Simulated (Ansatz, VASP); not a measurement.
Si4Cl in VASP and in Ansatz

```
Si Cl
1.0
     7.66719    0.00000    0.00000
    -3.83359    6.63998    0.00000
     0.00000    0.00000   21.98715
Si Cl
16 4
Direct
  0.66667 0.33333 0.45820
  0.66667 0.83333 0.45820
  0.16667 0.33333 0.45820
  0.16667 0.83333 0.45820
  0.50000 0.50000 0.49379
  0.50000 0.00000 0.49379
  0.00000 0.50000 0.49379
  0.00000 0.00000 0.49379
  0.00000 0.50000 0.60066
  0.00000 0.00000 0.60066
  0.50000 0.50000 0.60066
  0.50000 0.00000 0.60066
  0.83333 0.66667 0.62971
  0.83333 0.16667 0.62971
  0.33333 0.66667 0.62971
  0.33333 0.16667 0.62971
  0.66667 0.33333 0.36386
  0.66667 0.83333 0.36386
  0.16667 0.33333 0.36386
  0.16667 0.83333 0.36386
```

Alike in both runs: functional PBE; dispersion D3(BJ); k mesh 3 × 3 × 1; occupations gaussian, width 0.05 eV; no spin polarisation.

Ansatz relaxed the structure, and its values are those at the end. VASP's run is a single point on that final structure, the one shown.

```csv
,VASP,Ansatz
version,VASP 6.6.1,Ansatz 0.2.0
potentials or method,"VASP PAW PBE potentials, release 64 (Si, Cl)","scalar-relativistic, plane waves, PAW"
plane-wave cutoff (eV),520,420
valence electrons in the cell,92,92
```

Ansatz gave:

| Item | Value |
| --- | --- |
| gap on the k mesh at the Fermi level (eV) | none |
| rms of the force components (eV/Å) | 0.033 |

**Question.** Estimate VASP's values.

**Answer.** gap on the k mesh at the Fermi level (eV): none; rms of the force components (eV/Å): 0.029.

A gap of «none» marks a metal or a gap that the smearing closes. Ansatz warned: «xc_potential_rough_in_thin_density».
